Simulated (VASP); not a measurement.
# Sb2TeO5 (P4/mmm) in VASP: a series of runs

The runs below take Sb2TeO5 through relaxation of cell and atoms, with PBE.

Everything below comes from runs of VASP 6.6.1. Logs are shortened: lines on timing, memory, paths and dates and some standing lists are left out, and cuts for length are marked.

## Step 1: The crystal as given

Symmetry: P4/mmm, No. 123, tetragonal system. The conventional cell has a = 5.035 Å, b = 5.035 Å, c = 6.409 Å, α = 90.00°, β = 90.00°, γ = 90.00°. Sb (site symmetry 4mm) is surrounded by 1 O at 1.90 Å. Te (site symmetry 4/mmm) is surrounded by 4 O at 3.56 Å and 8 Sb at 4.04 Å. Around O (site symmetry m2m) lie 1 O at 1.42 Å. O (site symmetry 4/mmm) has 2 Sb at 1.90 Å as nearest neighbours.

The cell was built by a generator and needn't be a form met in nature.

## Step 2: Relaxation of cell and atoms, PBE

INCAR reads:

```
SYSTEM = Sb2TeO5
ALGO = Fast ; EDIFF = 1E-4
EDIFFG = -0.08 ; ENCUT = 520
GGA = PE ; IBRION = 2
ISIF = 3 ; ISMEAR = 0
LASPH = .TRUE. ; LCHARG = .FALSE.
LREAL = .FALSE. ; LWAVE = .FALSE.
NELM = 60 ; NSW = 24
PREC = Normal ; SIGMA = 0.15
```

KPOINTS reads:

```
k-points
0
G
  3 3 2
  0 0 0
```

POSCAR reads:

```
Sb2TeO5
1.0
    5.0350894600      0.0000000000      0.0000000000
    0.0000000000      5.0350894600      0.0000000000
    0.0000000000      0.0000000000      6.4088681900
Sb Te O
2 1 5
Direct
    0.0000000000      0.0000000000      0.7032684200
    0.0000000000      0.0000000000      0.2967315800
    0.5000000000      0.5000000000      0.0000000000
    0.3593862000      0.0000000000      0.5000000000
    0.6406138000      0.0000000000      0.5000000000
    0.0000000000      0.3593862000      0.5000000000
    0.0000000000      0.6406138000      0.5000000000
    0.0000000000      0.0000000000      0.0000000000
```

Potentials or basis: VASP PAW PBE potentials, release 64 (Sb, Te, O).

Launch:

```console
$ cat potpaw_PBE.64/Sb/POTCAR potpaw_PBE.64/Te/POTCAR potpaw_PBE.64/O/POTCAR > POTCAR
$ mpirun -np 1 vasp_std > vasp.out
```

OUTCAR:

```text
SYSTEM = Sb2TeO5
   EDIFF = 1E-4
   EDIFFG = -0.08
   ENCUT = 520
   GGA = PE
   IBRION = 2
   ISIF = 3
   ISMEAR = 0
   LASPH = .TRUE.
   LREAL = .FALSE.
   NELM = 60
   NSW = 24
   PREC = Normal

 ion  position               nearest neighbor table
   1  0.000  0.000  0.703-   8 1.90   5 2.23   6 2.23   7 2.23   4 2.23   2 2.61
   2  0.000  0.000  0.297-   8 1.90   5 2.23   6 2.23   7 2.23   4 2.23   1 2.61
   3  0.500  0.500  0.000-
   4  0.359  0.000  0.500-   5 1.42   2 2.23   1 2.23
   5  0.641  0.000  0.500-   4 1.42   2 2.23   1 2.23
   6  0.000  0.359  0.500-   7 1.42   2 2.23   1 2.23
   7  0.000  0.641  0.500-   6 1.42   2 2.23   1 2.23
   8  0.000  0.000  0.000-   1 1.90   2 1.90

  LATTYP: Found a simple tetragonal cell.
 ALAT       =     5.0350894600
 C/A-ratio  =     1.2728409775

  Lattice vectors:

 A1 = (   5.0350894600,   0.0000000000,   0.0000000000)
 A2 = (   0.0000000000,   5.0350894600,   0.0000000000)
 A3 = (   0.0000000000,   0.0000000000,   6.4088681900)

Analysis of symmetry for initial positions (statically):
=====================================================================
 Subroutine PRICEL returns:
 Original cell was already a primitive cell.

 Routine SETGRP: Setting up the symmetry group for a
 simple tetragonal supercell.

 Subroutine GETGRP returns: Found 16 space group operations
 (whereof 16 operations were pure point group operations)
 out of a pool of 16 trial point group operations.

The static configuration has the point symmetry D_4h.

Analysis of symmetry for dynamics (positions and initial velocities):
=====================================================================
 Subroutine PRICEL returns:
 Original cell was already a primitive cell.

 Routine SETGRP: Setting up the symmetry group for a
 simple tetragonal supercell.

 Subroutine GETGRP returns: Found 16 space group operations
 (whereof 16 operations were pure point group operations)
 out of a pool of 16 trial point group operations.

The dynamic configuration has the point symmetry D_4h.

 Subroutine INISYM returns: Found 16 space group operations
 (whereof 16 operations are pure point group operations),
 and found     1 'primitive' translations

----------------------------------------------------------------------------------------

                                     Primitive cell

  volume of cell :     162.4784

[... 84 lines left out ...]
   NSW    =     24    number of steps for IOM
   IBRION =      2    ionic relax: 0-MD 1-quasi-New 2-CG
   NFREE  =      1    steps in history (QN), initial steepest desc. (CG)
   ISIF   =      3    stress and relaxation
   ISYM   =      2    0-nonsym 1-usesym 2-fastsym
   POTIM  = 0.5000    time-step for ionic-motion
   TEBEG  =    0.0;   TEEND  =   0.0 temperature during run
   PSTRESS=    0.0 pullay stress
   NELECT =      46.0000    total number of electrons
   NUPDOWN=      -1.0000    fix difference up-down
   EMIN   =  10.00;   EMAX   =-10.00  energy-range for DOS
   EFERMI =   0.00;   METHOD = LEGACY
   ISMEAR =     0;   SIGMA  =   0.15  broadening in eV -4-tet -1-fermi 0-gaus
   EFERMI_NEDOS =   21; number of points for ismear=-14 and -15
   IALGO  =     68    algorithm
   IMIX   =      4    mixing-type and parameters
     AMIX     =   0.40;   BMIX     =  1.00
     AMIX_MAG =   1.60;   BMIX_MAG =  1.00
  volume/ion in A,a.u.               =      20.31       137.06
  Fermi-wavevector in a.u.,A,eV,Ry     =   1.074968  2.031395 15.722296  1.155556
  Thomas-Fermi vector in A             =   2.210811
   LORBIT       =      0    0 simple, 1 ext, 2 COOP (PROOUT), +10 PAW based schemes
   GGA     = PE    functional components
   LHFCALC =     F    Hartree Fock is set to
   AEXX    =    0.0000 exact exchange contribution
   IVDW    =     0    specifies the selected vdW correction
   LEPSILON=     F    determine dielectric tensor
   LRPA    =     F    only Hartree local field effects (RPA)
 conjugate gradient relaxation of ions
 non-spin polarized calculation
 RMM-DIIS sequential band-by-band and
 Gauss-broadening in eV      SIGMA  =   0.15
  energy-cutoff  :      520.00
  volume of cell :      162.48
 maximum number of plane-waves:      4408
   NGX = 19   NGY = 19   NGZ = 23

--------------------------------------- Ionic step        1  -------------------------------------------

 number of electron      46.0000095 magnetization

 Free energy of the ion-electron system (eV)
  ---------------------------------------------------
  ext. energy  EPLUGINS =         0.00000000
  ---------------------------------------------------
  free energy    TOTEN  =       -34.09369789 eV

  energy without entropy =      -34.02051614  energy(sigma->0) =      -34.05710701

------------------------ aborting loop because EDIFF is reached ----------------------------------------

  FORCE on cell =-STRESS in cart. coord.  units (eV):
  Direction    XX          YY          ZZ          XY          YZ          ZX
  --------------------------------------------------------------------------------------
  -------------------------------------------------------------------------------------
  Total        2.9735392      2.9735392     19.2144334      0.0000000     -0.0000000      0.0000000
  in kB       29.3216582     29.3216582    189.4708667      0.0000000     -0.0000000      0.0000000
  external PRESSURE =      82.7047277 kB  Pullay stress =       0.0000000 kB
[... 107 lines left out ...]
  FREE ENERGIE OF THE ION-ELECTRON SYSTEM (eV)
  ---------------------------------------------------
  free  energy   TOTEN  =       -35.1322506674 eV

  energy  without entropy=      -35.0359919454  energy(sigma->0) =      -35.08412131

[... ionic steps 4 to 11 ...]

--------------------------------------- Ionic step       12  -------------------------------------------

 number of electron      46.0000178 magnetization

------------------------ aborting loop because EDIFF is reached ----------------------------------------
[... 79 lines left out ...]
--------------------------------------- Ionic step       14  -------------------------------------------

 number of electron      46.0000180 magnetization

 Free energy of the ion-electron system (eV)
  ---------------------------------------------------
  ext. energy  EPLUGINS =         0.00000000
  ---------------------------------------------------
  free energy    TOTEN  =       -35.24257497 eV

  energy without entropy =      -35.14110531  energy(sigma->0) =      -35.19184014

 E-fermi :   2.7889     XC(G=0):  -8.4471

 val. band max:        2.7858688348   @ k =   0.3333   0.0000   0.0000
 cond. band min:       2.8515731724   @ k =   0.3333   0.0000   0.0000
 fundamental gap:      0.0657043375
 Fermi energy:         2.7888647640

 k-point     1 :       0.0000    0.0000    0.0000
  band No.  band energies     occupation
      1     -20.8924      2.00000
      2     -20.4974      2.00000
      3     -16.2178      2.00000
      4     -12.5731      2.00000
      5     -12.5731      2.00000
      6      -8.5419      2.00000
[... 210 lines left out ...]
  FREE ENERGIE OF THE ION-ELECTRON SYSTEM (eV)
  ---------------------------------------------------
  free  energy   TOTEN  =       -35.2425749716 eV

  energy  without entropy=      -35.1411053071  energy(sigma->0) =      -35.19184014

 reached required accuracy - stopping structural energy minimisation
```

CONTCAR:

```text
Sb2TeO5
   1.00000000000000
     4.9367600086449199   -0.0000000000000000    0.0000000000000000
    -0.0000000000000000    4.9367600086449199   -0.0000000000000000
     0.0000000000000000   -0.0000000000000000    7.2223121697113823
  Sb              Te              O
     2     1     5
Direct
     0.0000000000000000    0.0000000000000000    0.7279239572357707
     0.0000000000000000    0.0000000000000000    0.2720760427642291
     0.5000000000000000    0.5000000000000000    0.0000000000000000
     0.3628008872187332    0.0000000000000000    0.5000000000000000
     0.6371991127812666    0.0000000000000000    0.5000000000000000
     0.0000000000000000    0.3628008872187332    0.5000000000000000
     0.0000000000000000    0.6371991127812666    0.5000000000000000
     0.0000000000000000    0.0000000000000000    0.0000000000000000

  0.00000000E+00  0.00000000E+00  0.00000000E+00
  0.00000000E+00  0.00000000E+00  0.00000000E+00
  0.00000000E+00  0.00000000E+00  0.00000000E+00
  0.00000000E+00  0.00000000E+00  0.00000000E+00
  0.00000000E+00  0.00000000E+00  0.00000000E+00
  0.00000000E+00  0.00000000E+00  0.00000000E+00
  0.00000000E+00  0.00000000E+00  0.00000000E+00
  0.00000000E+00  0.00000000E+00  0.00000000E+00
```

It took 73 s on 1 thread of Intel Xeon 6975P-C (Granite Rapids), shared host; peak memory 0.19 GiB.

What came out:

```
Free energy                            : -35.2426 eV
Relaxed volume                         : 22.00 Å³/atom
Relaxed cell                           : a = 4.937 Å, b = 4.937 Å, c = 7.222 Å, α = 90.00°, β = 90.00°, γ = 90.00°
Space group after relaxing (to 0.05 Å) : P4/mmm (No. 123)
Energy gained by relaxing              : 143.6 meV/atom
Ionic steps                            : 14
Pressure after relaxing                : 0.1 GPa
Largest force after relaxing           : 0.052 eV/Å
Band gap on the k mesh                 : none (metal or under the smearing width)
```

Forces in eV/Å, atoms in the order of the input:
```
Sb   0.000  0.000  0.052
Sb   0.000  0.000 -0.052
Te   0.000  0.000  0.000
O   -0.007  0.000  0.000
O    0.007  0.000  0.000
O    0.000 -0.007  0.000
O    0.000  0.007  0.000
O    0.000  0.000  0.000
```

Step by step:
```csv
step,energy change (eV),largest force (eV/Å),pressure (GPa),volume (Å³)
1,0.0000,2.4016,8.27,162.48
2,-1.0214,0.4298,-2.57,187.87
3,-1.0386,0.3904,-1.39,183.53
4,-1.0392,0.3920,-1.65,184.35
5,-1.0854,0.8438,0.51,179.38
6,-1.0890,0.5511,0.00,180.40
7,-1.1311,0.1628,0.53,177.39
8,-1.1333,0.2541,0.36,176.80
9,-1.1320,0.4562,0.55,175.62
10,-1.1337,0.3229,0.49,176.38
11,-1.1474,0.1288,-0.12,176.00
12,-1.1485,0.0896,-0.05,176.09
13,-1.1484,0.1191,0.17,175.94
14,-1.1489,0.0519,0.07,176.02
```

Final structure:
```
Sb Te O
1.0
     4.93676    0.00000    0.00000
     0.00000    4.93676    0.00000
     0.00000    0.00000    7.22231
Sb Te O
2 1 5
Direct
  0.00000 0.00000 0.72792
  0.00000 0.00000 0.27208
  0.50000 0.50000 0.00000
  0.36280 0.00000 0.50000
  0.63720 0.00000 0.50000
  0.00000 0.36280 0.50000
  0.00000 0.63720 0.50000
  0.00000 0.00000 0.00000
```

Caveat: the k mesh is coarse (spacing up to 0.49 Å⁻¹), so the values aren't converged; the relaxation stopped at a loose force limit of 0.08 eV/Å, so its end isn't a converged minimum.

## Step 3: Relaxation of cell and atoms, PBE

This run uses another cell than the first one, of 16.47 Å³/atom, 0.811 times its volume.

INCAR is that of step 2.

KPOINTS reads:

```
k-points
0
G
  4 4 2
  0 0 0
```

POSCAR reads:

```
Sb2TeO5
1.0
    3.9226263400      0.0000000000      0.0000000000
    0.0000000000      3.9226263400      0.0000000000
    0.0000000000      0.0000000000      8.5648587200
Sb Te O
2 1 5
Direct
    0.0000000000      0.0000000000      0.0000000000
    0.5000000000      0.5000000000      0.5000000000
    0.0000000000      0.0000000000      0.5000000000
    0.0000000000      0.5000000000      0.2611329900
    0.5000000000      0.0000000000      0.7388670100
    0.5000000000      0.0000000000      0.2611329900
    0.0000000000      0.5000000000      0.7388670100
    0.5000000000      0.5000000000      0.0000000000
```

Potentials or basis: VASP PAW PBE potentials, release 64 (Sb, Te, O).

Launch:

```console
$ cat potpaw_PBE.64/Sb/POTCAR potpaw_PBE.64/Te/POTCAR potpaw_PBE.64/O/POTCAR > POTCAR
$ mpirun -np 1 vasp_std > vasp.out
```

OUTCAR:

```text
SYSTEM = Sb2TeO5
   EDIFF = 1E-4
   EDIFFG = -0.08
   ENCUT = 520
   GGA = PE
   IBRION = 2
   ISIF = 3
   ISMEAR = 0
   LASPH = .TRUE.
   LREAL = .FALSE.
   NELM = 60
   NSW = 24
   PREC = Normal

 ion  position               nearest neighbor table
   1  0.000  0.000  0.000-   8 2.77   8 2.77   8 2.77   8 2.77
   2  0.500  0.500  0.500-   3 2.77   3 2.77   3 2.77   3 2.77   7 2.83   4 2.83   5 2.83   6 2.83
                             5 2.83   4 2.83   7 2.83   6 2.83
   3  0.000  0.000  0.500-   2 2.77   2 2.77   2 2.77   2 2.77
   4  0.000  0.500  0.261-   2 2.83   2 2.83
   5  0.500  0.000  0.739-   2 2.83   2 2.83
   6  0.500  0.000  0.261-   2 2.83   2 2.83
   7  0.000  0.500  0.739-   2 2.83   2 2.83
   8  0.500  0.500  0.000-   1 2.77   1 2.77   1 2.77   1 2.77

  LATTYP: Found a simple tetragonal cell.
 ALAT       =     3.9226263400
 C/A-ratio  =     2.1834500607
[... 685 lines left out ...]

[... ionic steps 4 to 14 ...]

--------------------------------------- Ionic step       15  -------------------------------------------

 number of electron      46.0000020 magnetization

------------------------ aborting loop because EDIFF is reached ----------------------------------------
[... 79 lines left out ...]
--------------------------------------- Ionic step       17  -------------------------------------------

 number of electron      46.0000034 magnetization

 Free energy of the ion-electron system (eV)
  ---------------------------------------------------
  ext. energy  EPLUGINS =         0.00000000
  ---------------------------------------------------
  free energy    TOTEN  =       -35.87851700 eV

  energy without entropy =      -35.81779755  energy(sigma->0) =      -35.84815728

 E-fermi :   7.1165     XC(G=0): -10.8969

 val. band max:        7.1051521020   @ k =   0.5000   0.5000   0.0000
 cond. band min:       7.1775060737   @ k =   0.0000   0.0000   0.5000
 fundamental gap:      0.0723539717
 Fermi energy:         7.1164510515

 k-point     1 :       0.0000    0.0000    0.0000
  band No.  band energies     occupation
      1     -13.0599      2.00000
      2     -11.1590      2.00000
      3     -10.6568      2.00000
      4     -10.0419      2.00000
      5      -8.3170      2.00000
      6      -4.0517      2.00000
[... 396 lines left out ...]
  FREE ENERGIE OF THE ION-ELECTRON SYSTEM (eV)
  ---------------------------------------------------
  free  energy   TOTEN  =       -35.8785170038 eV

  energy  without entropy=      -35.8177975467  energy(sigma->0) =      -35.84815728

 reached required accuracy - stopping structural energy minimisation
```

Wall time 2.6 min (1 thread of Intel Xeon 6975P-C (Granite Rapids), shared host); peak memory 0.2 GiB.

Results:

| Item | Value |
| --- | --- |
| Free energy | -35.8785 eV |
| Relaxed volume | 14.01 Å³/atom |
| Relaxed cell | a = 4.091 Å, b = 4.091 Å, c = 6.694 Å, α = 90.00°, β = 90.00°, γ = 90.00° |
| Space group after relaxing (to 0.05 Å) | P4/mmm (No. 123) |
| Energy gained by relaxing | 716.6 meV/atom |
| Ionic steps | 17 |
| Pressure after relaxing | -0.4 GPa |
| Largest force after relaxing | 0.006 eV/Å |
| Band gap on the k mesh | none (metal or under the smearing width) |

Forces in eV/Å, atoms in the order of the input:
```
Sb   0.000  0.000  0.000
Sb   0.000  0.000  0.000
Te   0.000  0.000  0.000
O    0.000  0.000  0.006
O    0.000  0.000 -0.006
O    0.000  0.000  0.006
O    0.000  0.000 -0.006
O    0.000  0.000  0.000
```

Stress tensor (GPa, compression positive):
```
-0.51  0.00  0.00
 0.00 -0.51  0.00
 0.00  0.00 -0.21
```

The path:
| step | energy change (eV) | largest force (eV/Å) | pressure (GPa) | volume (Å³) |
| --- | --- | --- | --- | --- |
| 1 | 0.0000 | 0.9312 | -11.27 | 131.79 |
| 2 | -2.8820 | 1.6227 | -2.61 | 110.42 |
| 3 | 27.3265 | 8.1274 | 356.78 | 55.13 |
| 4 | -2.8452 | 1.4578 | 1.15 | 105.59 |
| 5 | -3.2408 | 1.0505 | 24.24 | 91.32 |
| 6 | -3.3908 | 1.3569 | 12.20 | 97.23 |
| 7 | -4.6372 | 1.1703 | 13.28 | 96.58 |
| 8 | -4.6652 | 0.0196 | 16.27 | 94.82 |
| 9 | -4.8505 | 0.5621 | 14.68 | 95.63 |
| 10 | -5.2955 | 0.6564 | -2.45 | 107.42 |
| 11 | -5.3042 | 0.6450 | -0.95 | 105.82 |
| 12 | -5.4034 | 0.5336 | -0.47 | 106.19 |
| 13 | -5.6217 | 0.1811 | 0.91 | 107.23 |
| 14 | -5.6102 | 0.6037 | 6.35 | 108.84 |
| 15 | -5.6934 | 0.1818 | 3.20 | 108.11 |
| 16 | -5.7276 | 0.0723 | -1.41 | 113.61 |
| 17 | -5.7331 | 0.0057 | -0.41 | 112.05 |

Final structure:
```
Sb Te O
1.0
     4.09114    0.00000    0.00000
     0.00000    4.09114    0.00000
     0.00000    0.00000    6.69434
Sb Te O
2 1 5
Direct
  0.00000 0.00000 0.00000
  0.50000 0.50000 0.50000
  0.00000 0.00000 0.50000
  0.00000 0.50000 0.31049
  0.50000 0.00000 0.68951
  0.50000 0.00000 0.31049
  0.00000 0.50000 0.68951
  0.50000 0.50000 0.00000
```

Caveat: the k mesh is coarse (spacing up to 0.40 Å⁻¹), so the values aren't converged; the relaxation stopped at a loose force limit of 0.08 eV/Å, so its end isn't a converged minimum. The run has no spin-orbit coupling, so splittings on Sb, Te are missing.
